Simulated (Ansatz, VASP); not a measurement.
# Al22Ga16O57 (partly crystallised 42Ga2O3-58Al2O3 (mol %)): VASP beside Ansatz, part 3 of 3

One calculation is typed for both programs; each brings its own data sets. How far apart do they land? The cell is taken from a series of runs on this material, whose earlier steps may have relaxed, scaled, displaced or heated it; both programs get it as it stands.

VASP 6.6.1 and Ansatz 0.2.0.

So far. Step 5 (VASP: single point, RPBE, pair 2): The run ends at a pressure of 11.37 GPa, with forces up to 0.22 eV/Å.

## (8) VASP: single point, RPBE, pair 3 (continued)

Level of this step: RPBE; plane waves and PAW (Ga_d, Al, O) (VASP).

Numbers of over 12 decimals in the logs are rounded to 6 here.

From OUTCAR (step 8):

```text
  Total       55.9839300     64.0227168     81.3080969      3.1787400      2.8451337      8.1305794
  in kB       94.7238634    108.3253548    137.5719258      5.3783744      4.8139181     13.7568030
  external PRESSURE =     113.5403813 kB  Pullay stress =       0.0000000 kB

 POSITION                                       TOTAL-FORCE (eV/Angst)
 -----------------------------------------------------------------------------------
      4.31082      9.03917      6.79131         0.184863      0.244944     -0.097466
      2.17392      6.83059      7.26512        -0.018358     -0.007245     -0.051320
      7.00018      0.41725      8.65600         0.208316      0.026534      0.364252
      1.90417      7.95437      0.21329        -0.076911      0.175059      0.182128
      0.30972      4.51202      3.01077        -0.296795     -0.710912      0.322027
      5.65614      9.67520      4.03586         0.396108      0.955954     -0.413619
      9.52486      0.57888      1.11112        -0.815345      0.353036      1.143715
      2.74347      0.33682      2.19700        -0.184579      0.221136      0.014960
      5.51758      4.70273      3.60978         0.187198     -0.361527     -0.080309
      7.13550      5.78104      8.27705         0.031642     -0.085746      0.043039
      7.44188      4.68338      1.09894         0.013197     -0.333385      0.199307
      7.62934      6.89412      3.68588         0.074625      0.103417     -0.112623
      0.10890      5.13146      9.48578        -0.029583     -0.131371      0.123625
[...]
-----------------------------------------------------------------------------------
    total drift:                               -0.001965     -0.002836      0.007627

  FREE ENERGIE OF THE ION-ELECTRON SYSTEM (eV)
  ---------------------------------------------------
  free  energy   TOTEN  =      -597.6667542863 eV

  energy  without entropy=     -597.6667542863  energy(sigma->0) =     -597.66675429

[... 2 parts as in an earlier step ...]

[... 1 further part left out ...]
[key lines of the parts left out:]
E-fermi :   6.8986
```

The run ends at a pressure of 11.35 GPa, with forces up to 1.5 eV/Å.

## (9) Ansatz: single point, RPBE, pair 3

The same cell, functional, mesh and smearing now go to Ansatz, which takes its cutoff from its data sets.

The cell is taken from a series of runs on this material, whose earlier steps may have relaxed, scaled, displaced or heated it; both programs get it as it stands.

Contents of input.yaml:

```yaml
crystal:
  lattice:
    - [9.81985, 0.0, 0.0]
    - [0.0, 9.81985, 0.0]
    - [0.0, 0.0, 9.81985]
  atoms:
    - { symbol: Ga, position: [0.43899, 0.9205, 0.69159] }
    - { symbol: Ga, position: [0.22138, 0.69559, 0.73984] }
    - { symbol: Ga, position: [0.71286, 0.04249, 0.88148] }
    - { symbol: Ga, position: [0.19391, 0.81003, 0.02172] }
    - { symbol: Ga, position: [0.03154, 0.45948, 0.3066] }
    - { symbol: Ga, position: [0.57599, 0.98527, 0.41099] }
    - { symbol: Ga, position: [0.96996, 0.05895, 0.11315] }
    - { symbol: Ga, position: [0.27938, 0.0343, 0.22373] }
    - { symbol: Ga, position: [0.56188, 0.4789, 0.3676] }
    - { symbol: Ga, position: [0.72664, 0.58871, 0.84289] }
    - { symbol: Ga, position: [0.75784, 0.47693, 0.11191] }
    - { symbol: Ga, position: [0.77693, 0.70206, 0.37535] }
    - { symbol: Ga, position: [0.01109, 0.52256, 0.96598] }
    - { symbol: Ga, position: [0.03102, 0.23236, 0.55278] }
    - { symbol: Ga, position: [0.93327, 0.28195, 0.81658] }
    - { symbol: Ga, position: [0.9408, 0.80531, 0.84253] }
    - { symbol: Al, position: [0.13975, 0.02204, 0.80261] }
    - { symbol: Al, position: [0.72901, 0.80511, 0.63486] }
    - { symbol: Al, position: [0.62858, 0.33074, 0.86915] }
    - { symbol: Al, position: [0.6808, 0.27522, 0.60198] }
    - { symbol: Al, position: [0.15581, 0.2609, 0.99305] }
    - { symbol: Al, position: [0.40275, 0.46817, 0.92877] }
    - { symbol: Al, position: [0.06273, 0.77854, 0.27621] }
    - { symbol: Al, position: [0.88505, 0.01222, 0.44279] }
    - { symbol: Al, position: [0.34523, 0.74103, 0.42636] }
    - { symbol: Al, position: [0.95797, 0.55015, 0.59721] }
    - { symbol: Al, position: [0.15103, 0.92297, 0.54195] }
    - { symbol: Al, position: [0.57649, 0.22715, 0.17034] }
    - { symbol: Al, position: [0.4309, 0.13769, 0.94047] }
    - { symbol: Al, position: [0.27843, 0.45804, 0.60973] }
[... 59 atom lines left out ...]
    - { symbol: O, position: [0.80461, 0.97727, 0.03872] }
    - { symbol: O, position: [0.8314, 0.69776, 0.9748] }
    - { symbol: O, position: [0.79887, 0.91205, 0.7696] }
    - { symbol: O, position: [0.9698, 0.30049, 0.37939] }
    - { symbol: O, position: [0.02519, 0.1366, 0.72318] }
    - { symbol: O, position: [0.65091, 0.85364, 0.28951] }
kpoints:
  mp_grid: { grid: [1, 1, 1] }
hamiltonian:
  xc: rpbe
scf:
  occupations: { method: gaussian, width: 0.025 }
output:
  forces: true
  stress: true
  populations: intrinsic
  dos:
    method: { smearing: { sigma: 0.08 } }
    de: 0.1
    projected: { site_lists: { Al: [Al], Ga: [Ga], O: [O] } }
  eigenvalues: true
```

Command:

```console
$ ansatz run input.yaml --threads 4 --pin off --max-ram 8192MiB --backend cpu --events-out ev --progress --plain --runs-dir out
```

The log of the run:

```text
[...]
Crystal: 95 atoms, lattice volume = 946.923 Å³
Basis set: ecut = 420 eV, 18613 PW (Γ), exchange–correlation on 144×144×144 points (8 copies of the dense FFT grid, shifted against one another)
Bands: 403, of which v1, the nominal top of the filled ones, is band 308 counted from 1 (307 counted from 0)
Symmetry: 1 space group operations
[...]
k-points: 1
[...]
--- intrinsic populations: 95 sites ---
  site symbol       q [e]
     0     Ga     11.9574
     1     Ga     11.9644
     2     Ga     11.9037
     3     Ga     11.9540
     4     Ga     11.9582
     5     Ga     11.9574
     6     Ga     11.9160
     7     Ga     11.9353
[...]
91      O      6.7543
    92      O      6.7400
    93      O      6.7948
    94      O      6.7956
  spilling = 0.000000 (of n_electrons = 616.000000)
[key lines of the parts left out:]
SCF converged after 10 iterations
Free energy (F): -105026.456163 eV
Fermi energy:    9.602154 eV
P = ⅓ Tr σ = 11.7304 GPa (117.304 kbar)
```

## (10) Comparison

Compared:

```
              quantity  Ansatz   VASP  difference
        pressure (GPa)   11.73  11.35       +0.38
gap on the k mesh (eV)   2.062  2.033      +0.029
```

Forces on 9 of the 95 atoms, those with the largest forces and the largest differences (eV/Å; atoms numbered as in POSCAR):

| atom | Ansatz x, y, z | VASP x, y, z |
| --- | --- | --- |
| Ga5 | -0.286, -0.681, 0.345 | -0.297, -0.711, 0.322 |
| Ga6 | 0.358, 0.886, -0.427 | 0.396, 0.956, -0.414 |
| Ga7 | -0.801, 0.305, 1.148 | -0.815, 0.353, 1.144 |
| Al24 | -0.119, 0.742, -1.251 | -0.122, 0.752, -1.248 |
| Al28 | 0.386, -0.460, 0.644 | 0.402, -0.465, 0.649 |
| Al38 | 0.379, -0.951, -0.350 | 0.386, -0.948, -0.377 |
| O41 | -0.011, 0.182, 0.312 | -0.028, 0.262, 0.298 |
| O53 | 0.020, 0.011, 0.029 | 0.041, -0.013, -0.044 |
| O71 | 0.425, -0.644, 0.162 | 0.415, -0.644, 0.207 |

The forces differ by 25 meV/Å r.m.s., which is 10.5 % of the r.m.s. force of 0.239 eV/Å (both taken over all components). A gap on the mesh is an upper bound, since the band edges may lie between its points.

## (11) Summary of results

```
r.m.s. force difference (single point, RPBE, pair 1) : 4.4 % of the r.m.s. force
r.m.s. force difference (single point, RPBE, pair 2) : 25 meV/Å
r.m.s. force difference (single point, RPBE, pair 3) : 11 % of the r.m.s. force
```

In words: The r.m.s. force difference is 11 % of the r.m.s. force (single point, RPBE, pair 3), beyond the 3 % picked in this series as the mark of a large difference. What causes the difference of the single point, RPBE, pair 1 pair stays open here. What causes the difference of the single point, RPBE, pair 2 pair stays open here. What causes the difference of the single point, RPBE, pair 3 pair stays open here. 1 further run of this series is not shown here. Such differences can come from data sets, numerical settings and the points named under the comparisons, not from the functional's error against experiment.

[Lines on the potential files, build, host, timing and source positions are cut from VASP's logs without a mark.]

[Logs are printed without paths, hosts, clocks, repeated set-up lines and the standing remarks that a program may print on its own settings, such as how far it seeks lower states.]

[Hosts, paths, dates, database ids (printed as entryN), source tags and the programs' standing remarks are cut or masked in the printed files.]
